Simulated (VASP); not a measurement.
OSZICAR of a VASP run on Ba (bcc):

**OSZICAR**
```
       N       E                     dE             d eps       ncg     rms          rms(c)
DAV:   1     0.512738338266E+02    0.51274E+02   -0.36570E+03   630   0.728E+02
DAV:   2     0.377190520081E+00   -0.50897E+02   -0.50146E+02   733   0.142E+02
DAV:   3    -0.183129557878E+01   -0.22085E+01   -0.22006E+01   766   0.331E+01
DAV:   4    -0.189575217565E+01   -0.64457E-01   -0.64340E-01  1067   0.518E+00
DAV:   5    -0.189600257978E+01   -0.25040E-03   -0.25025E-03   818   0.224E-01    0.153E+00
DAV:   6    -0.189686634786E+01   -0.86377E-03   -0.24992E-03   855   0.581E-01    0.913E-01
DAV:   7    -0.189810409841E+01   -0.12378E-02   -0.61260E-03   697   0.957E-01    0.417E-02
DAV:   8    -0.189827032699E+01   -0.16623E-03   -0.33774E-04  1054   0.118E-01    0.266E-02
DAV:   9    -0.189827881196E+01   -0.84850E-05   -0.71796E-06   876   0.290E-02    0.818E-03
DAV:  10    -0.189828155251E+01   -0.27406E-05   -0.64195E-06   759   0.190E-02    0.145E-03
DAV:  11    -0.189828153877E+01    0.13741E-07   -0.36373E-07   420   0.615E-03
   1 F= -.18982815E+01 E0= -.19052053E+01  d E =0.276952E-01
```

**Question.** Which electronic solver shows in the log?

**Answer.** It is blocked Davidson (ALGO = Normal, or the opening steps of other solvers). The INCAR had ALGO = Normal.

**Question.** Can the final energy be trusted as converged?

**Answer.** The run converged. It stopped with EDIFF = 1E-6, NELM = 100 (PBE GGA, plane waves, VASP's PBE PAW potentials (set 64)).

The compound is Ba in the bcc structure. The cell was not relaxed at this level. The run is one of a series of settings (ISMEAR = 2, SIGMA = 0.5 against the base run), some of them coarse on purpose.
